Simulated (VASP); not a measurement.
Given:

```xyz
2
Lattice="1.7876 -3.0963 0.0000 1.7876 3.0963 0.0000 0.0000 0.0000 5.5819" Properties=species:S:1:pos:R:3 pbc="T T T"
Tb     1.7876     1.0321     1.3955
Tb     1.7876    -1.0321     4.1864
```

Level of theory: AM05 GGA, VASP's PBE PAW potentials (set 64) (plane waves; VASP). Run with 520 eV cut-off, Gaussian smearing of 0.050 eV, potentials Tb_3.

The 4f electrons are frozen in the core of the lanthanide potential, so 4f levels, which can set the real gap, and their magnetism are missing.

Give the energies of bands 7 to 12 at the high-symmetry points, in eV from the Fermi level.

```
band      Γ      M      K      A      L      H
----  -----  -----  -----  -----  -----  -----
7     -5.02  -1.86  -1.05  -3.38  -1.98  -0.62
8     -2.21  -1.54  -0.65  -3.38  -1.98  -0.62
9      1.56  -1.06  -0.65   0.99  -0.02  -0.41
10     1.75   0.23  -0.37   0.99  -0.02  -0.41
11     1.75   1.41   1.18   1.65   1.87   0.66
12     2.17   1.66   1.18   1.65   1.87   0.66
```

It has no gap at this level: it comes out as a metal or semimetal.

The compound is Tb in the hcp structure. It was relaxed first.
